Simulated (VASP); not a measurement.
Data:

```
HfC
1.0
    0.00000     2.36331     2.36331
    2.36331     0.00000     2.36331
    2.36331     2.36331     0.00000
Hf C
1 1
Cartesian
  0.00000   0.00000   0.00000
  2.36331   2.36331   2.36331
```

Level of theory: vdW-DF2, VASP's PBE PAW potentials (set 64) (plane waves; VASP). Settings: 520 eV cut-off, Gaussian smearing of 0.050 eV, potentials Hf_pv C.

Unless said otherwise, spin-orbit coupling is left out, though it shifts the bands of the heavy elements here.

### Question
What does the run give for the band gap (along the path) with the smallest direct gap where there is one?

### Answer

| Property | Result |
|---|---|
| band gap (along the path) | none (metal, semimetal or under 0.01 eV) |

The absolute energy has meaning only against runs of the same code, potentials and settings.

The compound is HfC in the rock salt structure. It was relaxed first, which changed the volume by +6 %.
